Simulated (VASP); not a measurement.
The system is W.

```
CELL_PARAMETERS angstrom
-1.58234 1.58234 1.58234
1.58234 -1.58234 1.58234
1.58234 1.58234 -1.58234
ATOMIC_POSITIONS crystal
W 0.00000 0.00000 0.00000
```

| Item | Value |
| --- | --- |
| Program | VASP 6.6.1 |
| Task | relaxation of cell and atoms |
| Functional | LDA |
| Potentials or basis | VASP PAW LDA potentials, release 64 (W_sv) |
| Cutoff | 600 eV |
| k mesh | 16 × 16 × 16 |
| Occupations | methfessel-paxton, width 0.1 eV |
| Spin | no spin polarisation |

At the start: pressure -7.3 GPa; volume 15.85 Å³/atom.

Where does the relaxation end?

Over 4 steps the energy falls by 8.3 meV/atom and the volume is 15.49 Å³/atom (-2.2 %); space group Im-3m (No. 229, to 0.05 Å).

The path:
```
step  energy change (eV)  largest force (eV/Å)  pressure (GPa)  volume (Å³)
   1              0.0000                0.0000           -7.35        15.85
   2              0.1166                0.0000           34.36        14.24
   3             -0.0083                0.0000           -0.33        15.51
   4             -0.0083                0.0000           -0.06        15.49
```

Final structure:
```
W
1.0
    -1.57044    1.57044    1.57044
     1.57044   -1.57044    1.57044
     1.57044    1.57044   -1.57044
W
1
Direct
  0.00000 0.00000 0.00000
```
